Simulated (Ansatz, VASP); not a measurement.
## Li5AuO4 (Li5AuO4 (C2/m)): VASP beside Ansatz

Aim: how closely do two programs agree when they are given the same cell, functional and k mesh?

Calculated with Ansatz 0.2.0; plane waves, with VASP 6.6.1 beside it; single point at PBEsol.

### Step 1. Starting point

The cell holds 80 atoms: 40 Li, 8 Au and 32 O. Its edges and angles: a = 9.418 Å, b = 9.424 Å, c = 9.408 Å, α = 90.0°, β = 102.9°, γ = 90.0°. It derives from Li5AuO4 (Li5AuO4 (C2/m)).

### Step 2. Ansatz: single point, PBEsol

Ansatz runs on its default PAW (the set named soft_2) files.

With cell and atoms fixed, the geometry can't cause a difference; cores, projectors, grids and the points listed under the comparison can.

Contents of input.yaml:

```yaml
crystal:
  lattice:
    - [9.4175568596, 0.0, -0.0230269024]
    - [0.0, 9.4237065584, 0.0]
    - [-2.076468944, 0.0, 9.176066501]
  atoms:
    - { symbol: Li, position: [0.25, 0.2922333459, 0.25] }
    - { symbol: Li, position: [0.25, 0.2922333459, 0.75] }
    - { symbol: Li, position: [0.5, 0.7922333459, 0.25] }
    - { symbol: Li, position: [0.5, 0.7922333459, 0.75] }
    - { symbol: Li, position: [0.75, 0.2922333459, 0.25] }
    - { symbol: Li, position: [0.75, 0.2922333459, 0.75] }
    - { symbol: Li, position: [0.0, 0.7922333459, 0.25] }
    - { symbol: Li, position: [0.0, 0.7922333459, 0.75] }
    - { symbol: Li, position: [0.25, 0.7828180991, 0.0] }
    - { symbol: Li, position: [0.25, 0.7828180991, 0.5] }
    - { symbol: Li, position: [0.5, 0.2828180991, 0.0] }
    - { symbol: Li, position: [0.5, 0.2828180991, 0.5] }
    - { symbol: Li, position: [0.75, 0.7828180991, 0.0] }
    - { symbol: Li, position: [0.75, 0.7828180991, 0.5] }
    - { symbol: Li, position: [0.0, 0.2828180991, 0.0] }
    - { symbol: Li, position: [0.0, 0.2828180991, 0.5] }
    - { symbol: Li, position: [0.25, 0.2171819009, 0.0] }
    - { symbol: Li, position: [0.25, 0.2171819009, 0.5] }
    - { symbol: Li, position: [0.5, 0.7171819009, 0.0] }
    - { symbol: Li, position: [0.5, 0.7171819009, 0.5] }
    - { symbol: Li, position: [0.75, 0.2171819009, 0.0] }
    - { symbol: Li, position: [0.75, 0.2171819009, 0.5] }
    - { symbol: Li, position: [0.0, 0.7171819009, 0.0] }
    - { symbol: Li, position: [0.0, 0.7171819009, 0.5] }
    - { symbol: Li, position: [0.25, 0.7077666541, 0.25] }
    - { symbol: Li, position: [0.25, 0.7077666541, 0.75] }
    - { symbol: Li, position: [0.5, 0.2077666541, 0.25] }
    - { symbol: Li, position: [0.5, 0.2077666541, 0.75] }
    - { symbol: Li, position: [0.75, 0.7077666541, 0.25] }
    - { symbol: Li, position: [0.75, 0.7077666541, 0.75] }
    - { symbol: Li, position: [0.0, 0.2077666541, 0.25] }
    - { symbol: Li, position: [0.0, 0.2077666541, 0.75] }
    - { symbol: Li, position: [0.0, 0.0, 0.0] }
    - { symbol: Li, position: [0.0, 0.0, 0.5] }
    - { symbol: Li, position: [0.25, 0.5, 0.0] }
    - { symbol: Li, position: [0.25, 0.5, 0.5] }
    - { symbol: Li, position: [0.5, 0.0, 0.0] }
    - { symbol: Li, position: [0.5, 0.0, 0.5] }
    - { symbol: Li, position: [0.75, 0.5, 0.0] }
    - { symbol: Li, position: [0.75, 0.5, 0.5] }
    - { symbol: Au, position: [0.25, 0.0, 0.25] }
    - { symbol: Au, position: [0.25, 0.0, 0.75] }
    - { symbol: Au, position: [0.5, 0.5, 0.25] }
    - { symbol: Au, position: [0.5, 0.5, 0.75] }
    - { symbol: Au, position: [0.75, 0.0, 0.25] }
    - { symbol: Au, position: [0.75, 0.0, 0.75] }
    - { symbol: Au, position: [0.0, 0.5, 0.25] }
    - { symbol: Au, position: [0.0, 0.5, 0.75] }
    - { symbol: O, position: [0.1277490557, 0.8529024177, 0.1251201722] }
    - { symbol: O, position: [0.1277490557, 0.8529024177, 0.6251201722] }
    - { symbol: O, position: [0.3777490557, 0.3529024177, 0.1251201722] }
    - { symbol: O, position: [0.3777490557, 0.3529024177, 0.6251201722] }
    - { symbol: O, position: [0.6277490558, 0.8529024177, 0.1251201722] }
    - { symbol: O, position: [0.6277490558, 0.8529024177, 0.6251201722] }
    - { symbol: O, position: [0.8777490558, 0.3529024177, 0.1251201722] }
    - { symbol: O, position: [0.8777490558, 0.3529024177, 0.6251201722] }
    - { symbol: O, position: [0.3722509442, 0.8529024177, 0.3748798278] }
    - { symbol: O, position: [0.3722509443, 0.8529024177, 0.8748798278] }
    - { symbol: O, position: [0.6222509442, 0.3529024177, 0.3748798278] }
    - { symbol: O, position: [0.6222509443, 0.3529024177, 0.8748798278] }
    - { symbol: O, position: [0.8722509442, 0.8529024177, 0.3748798278] }
    - { symbol: O, position: [0.8722509442, 0.8529024177, 0.8748798278] }
    - { symbol: O, position: [0.1222509443, 0.3529024177, 0.3748798278] }
    - { symbol: O, position: [0.1222509442, 0.3529024177, 0.8748798278] }
    - { symbol: O, position: [0.1277490558, 0.1470975823, 0.1251201722] }
    - { symbol: O, position: [0.1277490558, 0.1470975823, 0.6251201722] }
    - { symbol: O, position: [0.3777490557, 0.6470975823, 0.1251201722] }
    - { symbol: O, position: [0.3777490557, 0.6470975823, 0.6251201722] }
    - { symbol: O, position: [0.6277490558, 0.1470975823, 0.1251201722] }
    - { symbol: O, position: [0.6277490558, 0.1470975823, 0.6251201722] }
    - { symbol: O, position: [0.8777490558, 0.6470975823, 0.1251201722] }
    - { symbol: O, position: [0.8777490558, 0.6470975823, 0.6251201722] }
    - { symbol: O, position: [0.3722509442, 0.1470975823, 0.3748798278] }
    - { symbol: O, position: [0.3722509443, 0.1470975823, 0.8748798278] }
    - { symbol: O, position: [0.6222509442, 0.6470975823, 0.3748798278] }
    - { symbol: O, position: [0.6222509443, 0.6470975823, 0.8748798278] }
    - { symbol: O, position: [0.8722509442, 0.1470975823, 0.3748798278] }
    - { symbol: O, position: [0.8722509442, 0.1470975823, 0.8748798278] }
    - { symbol: O, position: [0.1222509443, 0.6470975823, 0.3748798278] }
    - { symbol: O, position: [0.1222509442, 0.6470975823, 0.8748798278] }
hamiltonian:
  xc: pbesol
  pseudopotentials: { kind: paw }
kpoints:
  mp_grid: { grid: [1, 1, 1] }
scf:
  occupations: { method: gaussian, width: 0.05 }
  n_extra_bands: 24
output:
  forces: true
  stress: true
  eigenvalues: true
```

The run is started by

```console
ansatz run input.yaml --threads 16 --pin off --max-ram 36864MiB --backend cpu --events-out ev --progress --plain --runs-dir out
```

Numbers of over 12 decimals in the logs are rounded to 6 here.

The log of the run:

```text
scf.n_extra_bands = 24 over 232 filled bands (N_el = 464.0): the run solves 256 bands
Engine: ansatz 0.2.0, aarch64-unknown-linux-gnu
Pseudopotentials: kind: paw
Pseudopotential: Li, paw, valence charge 3, recommended cutoff 420 eV (normal), Li.paw.azcp
Pseudopotential: Au, paw, valence charge 19, recommended cutoff 420 eV (normal), Au.paw.azcp
Pseudopotential: O, paw, valence charge 6, recommended cutoff 420 eV (normal), O.paw.azcp
Functional definition: PBEsol
  exchange = pbesol_x
  correlation = pbesol_c
Crystal: 80 atoms, lattice volume = 813.910 Å³
Basis set: ecut = 420 eV, 15909 PW (Γ), exchange–correlation on 128×128×128 points (8 copies of the dense FFT grid, shifted against one another)
Bands: 256, of which v1, the nominal top of the filled ones, is band 232 counted from 1 (231 counted from 0)
Symmetry: 32 space group operations
Space group: C2/m (ITA 12), of the structure as read, at distance tolerance 9.3e-5 Å
k-points: 1
Non-local potential: Li, projectors of the file, l = 0: 3, l = 1: 2, l = 2: 1
Non-local potential: Au, projectors of the file, l = 0: 3, l = 1: 2, l = 2: 2, l = 3: 1
Non-local potential: O, projectors of the file, l = 0: 2, l = 1: 2, l = 2: 1
PAW form: soft (Blöchl's): semilocal exchange-correlation on the pseudo side does not see the compensation charge
PAW frozen core: Au, regenerated for the run's functional, and the local potential with it (the file was generated under x = pbe(κ = 0.804, μ = 0.219515), c = pbe(β = 0.066725))
PAW frozen core: O, regenerated for the run's functional, and the local potential with it (the file was generated under x = pbe(κ = 0.804, μ = 0.219515), c = pbe(β = 0.066725))
PAW one-centre angular grid: Li, 110 points (default); XC on 64 Gauss nodes
PAW one-centre angular grid: Au, 590 points (default); XC on 64 Gauss nodes
PAW one-centre angular grid: O, 110 points (default); XC on 64 Gauss nodes
Initial density: superposition of atomic densities (neutral atoms: chi_scale 0, normalization atom), corrected by the library's trained network
Initial wavefunctions: pseudopotential atomic-orbital guess
Functional: x = pbesol(κ = 0.804, μ = 0.123457), c = pbesol(β = 0.046)
SCF iter   1: F=—  HF=-130167.847903 eV  |F-HF|=—  |Δ(HF+E_count)|=         —  Δρ=1.39e-2  dr2=1.35e0  ethr=1.77e-3  ⟨swp⟩=6.0  Hψ=1010  notcnv=0
preconditioner: auto → Resta (q_TF=auto, 2.484 Å⁻¹)  ε∞=6.9  [insulator: Δε(μ)=1.975 eV  Ē_g=9.565 eV  σ=0.050 eV  W_gap=1.00  n_scr=218 (ndim 8)  ℏωp=23.3 eV  f_vac=0.080  D(μ)=0.00/eV (n_scr^D=0)  ε∞_Penn≈6.9]
SCF iter   2: F=—  HF=-130167.507009 eV  |F-HF|=—  |Δ(HF+E_count)|=   3.41e-1  Δρ=3.04e-3  dr2=4.68e-2  ethr=2.90e-4  ⟨swp⟩=2.0  Hψ=448  notcnv=0  defer=16
SCF iter   3: F=—  HF=-130167.495928 eV  |F-HF|=—  |Δ(HF+E_count)|=   1.11e-2  Δρ=1.17e-3  dr2=1.04e-2  ethr=1.01e-5  ⟨swp⟩=2.0  Hψ=380  notcnv=0  defer=16
SCF iter   4: F=—  HF=-130167.494145 eV  |F-HF|=—  |Δ(HF+E_count)|=   1.78e-3  Δρ=4.55e-4  dr2=2.02e-3  ethr=2.24e-6  ⟨swp⟩=2.0  Hψ=360  notcnv=0  defer=16
SCF iter   5: F=—  HF=-130167.493824 eV  |F-HF|=—  |Δ(HF+E_count)|=   3.20e-4  Δρ=1.05e-4  dr2=1.90e-4  ethr=4.35e-7  ⟨swp⟩=2.0  Hψ=316  notcnv=0  defer=16
SCF iter   6: F=—  HF=-130167.493625 eV  |F-HF|=—  |Δ(HF+E_count)|=   1.99e-4  Δρ=3.02e-5  dr2=1.39e-5  ethr=4.10e-8  ⟨swp⟩=2.0  Hψ=355  notcnv=0  defer=16
SCF iter   7: F=—  HF=-130167.495059 eV  |F-HF|=—  |Δ(HF+E_count)|=   1.43e-3  Δρ=7.07e-6  dr2=5.69e-7  ethr=3.00e-9  ⟨swp⟩=2.0  Hψ=355  notcnv=0  defer=16
SCF iter   8: F=-130167.495059 eV  HF=-130167.495059 eV  |F-HF|=1.33e-8  |Δ(HF+E_count)|=   4.10e-7  Δρ=1.62e-6  dr2=2.38e-8  ethr=2.16e-11  ⟨swp⟩=9.0  Hψ=1166  notcnv=0
SCF 1 converged in 8 iterations: F = -130167.495059 eV  dr2 = 2.38e-8
  greatest PAW one-centre occupation: 1.001 electrons in one spin orbital (limit 2), on the Au atom at site 47 (counted from 0), in its partial waves of l = 0
SCF converged after 8 iterations
Free energy (F): -130167.495059 eV
Harris-Foulkes:  -130167.495059 eV  (|F-HF|=1.33e-8)
Internal energy: -130167.495059 eV  (E = F + TS)
E sigma→0 (E₀):  -130167.495059 eV
Fermi energy:    6.483400 eV
--- Per-component energies (eV) ---
  E_band       = -7077.577685
  E_kinetic    = 11330.438390
  E_local      = -41048.807163  (includes V_loc(G=0)·N_el)
  E_nonlocal   = 836.494690
  E_hartree    = 16032.841432
  E_xc         = -4593.871843
  E_vxc        = -5773.172028  (∫ρ·V_xc dr)
  E_paw        = -82165.913478  (= ΣΔE_a)
  E_vpaw       = -4488.316911  (= ΣTr[D̂ρ^β])
  E_aug_tail   = 0.092105  (compensation charges beyond the density's cutoff)
  E_ewald      = -30562.374237
  E_core_change = 3.605046  (= ΣΔE_core)
  E_smearing   = -0.000000  (= −TS)
  E_closure    = 0.000000  (closes the sum)
  Σ components = -130167.495059   (vs F -130167.495059, Δ=0.00e0)
--- Forces (eV/Å), atoms counted from 1 ---
  atom   1  Li    -0.00000000    -0.00669084     0.00000000
  atom   2  Li    -0.00000000    -0.00669084     0.00000000
  atom   3  Li    -0.00000000    -0.00669084     0.00000000
  atom   4  Li    -0.00000000    -0.00669084     0.00000000
  atom   5  Li    -0.00000000    -0.00669084     0.00000000
  atom   6  Li    -0.00000000    -0.00669084     0.00000000
  atom   7  Li    -0.00000000    -0.00669084     0.00000000
  atom   8  Li    -0.00000000    -0.00669084     0.00000000
  atom   9  Li    -0.00000000    -0.02245028     0.00000000
  atom  10  Li     0.00000000    -0.02245028     0.00000000
  atom  11  Li    -0.00000000    -0.02245028    -0.00000000
  atom  12  Li    -0.00000000    -0.02245028     0.00000000
  atom  13  Li     0.00000000    -0.02245028    -0.00000000
  atom  14  Li     0.00000000    -0.02245028    -0.00000000
  atom  15  Li     0.00000000    -0.02245028     0.00000000
  atom  16  Li    -0.00000000    -0.02245028    -0.00000000
  atom  17  Li     0.00000000     0.02245028    -0.00000000
  atom  18  Li     0.00000000     0.02245028    -0.00000000
  atom  19  Li    -0.00000000     0.02245028     0.00000000
  atom  20  Li     0.00000000     0.02245028     0.00000000
  atom  21  Li     0.00000000     0.02245028    -0.00000000
  atom  22  Li     0.00000000     0.02245028    -0.00000000
  atom  23  Li     0.00000000     0.02245028     0.00000000
  atom  24  Li     0.00000000     0.02245028     0.00000000
[...]
atom  73  O     -0.01090400     0.01637602    -0.01753117
  atom  74  O     -0.01090400     0.01637602    -0.01753117
  atom  75  O     -0.01090400     0.01637602    -0.01753117
  atom  76  O     -0.01090400     0.01637602    -0.01753117
  atom  77  O     -0.01090400     0.01637602    -0.01753117
  atom  78  O     -0.01090400     0.01637602    -0.01753117
  atom  79  O     -0.01090400     0.01637602    -0.01753117
  atom  80  O     -0.01090400     0.01637602    -0.01753117
  max |Σ_I F_I| component: 8.67e-17 eV/Å
--- Stress (GPa, compression-positive) ---
       -0.381342       0.000000      -0.135658
        0.000000      -0.475360      -0.000000
       -0.135652      -0.000000      -0.442111
  P = ⅓ Tr σ = -0.4329 GPa (-4.329 kbar)
--- Band table (eV) ---
  k-point 0: bands = [... 228 lower, 5.1602, 5.2235, 5.2235, 5.4675, 7.4993, 7.8887, 7.8887, 7.9201, ... 20 higher]
```

It took 3.4 s on 16 threads of Arm Neoverse N1, shared host; peak memory 1 GiB.

Reading the cycles: dr2 is the Hartree energy of the density residual (eV), the measure of convergence; HF is the Harris–Foulkes estimate of the energy, which meets the free energy F at convergence.

The run ends at a pressure of -0.43 GPa, with forces up to 0.026 eV/Å.

(Part 1 of 2 ends here.)

[Lines on the potential files, build, host, timing and source positions are cut from VASP's logs without a mark.]

[Logs are printed without paths, hosts, clocks, repeated set-up lines and the standing remarks that a program may print on its own settings, such as how far it seeks lower states.]

[Hosts, paths, dates, database ids (printed as entryN), source tags and the programs' standing remarks are cut or masked in the printed files.]
